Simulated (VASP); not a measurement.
Given:

```
Sn
1.0
   -2.96312     2.96312     1.61388
    2.96312    -2.96312     1.61388
    2.96312     2.96312    -1.61388
Sn
2
Direct
  0.25000   0.75000   0.50000
  0.00000   0.00000   0.00000
```

Level of theory: PBE GGA, VASP's PBE PAW potentials (set 64) (plane waves; VASP). Run with 480 eV cut-off, 12×12×12 Γ-centred mesh, first-order Methfessel-Paxton smearing of 0.10 eV, potentials Sn_d.

Energy and stress use the plane-wave basis of the starting cell.

Q: The ions, cell shape and volume at an external pressure of 15.0 GPa are relaxed. What does this cell relax into?

A: 
```
Sn
1.0
   -2.78905     2.78905     1.49986
    2.78905    -2.78905     1.49986
    2.78905     2.78905    -1.49986
Sn
2
Direct
  0.25000   0.75000   0.50000
  0.00000   0.00000   0.00000
```
Space group I4_1/amd (141), at a tolerance of 0.03 Å.

Q: How do energy and volume change from the first to the last step?

A: The energy (σ→0) changes by +193.9 meV/atom and the volume by -17.7 %, in 10 ionic steps.

The compound is Sn in the beta structure. This run relaxes it under an external pressure of 15 GPa. Symmetry was kept, so distortions that lower it aren't found.
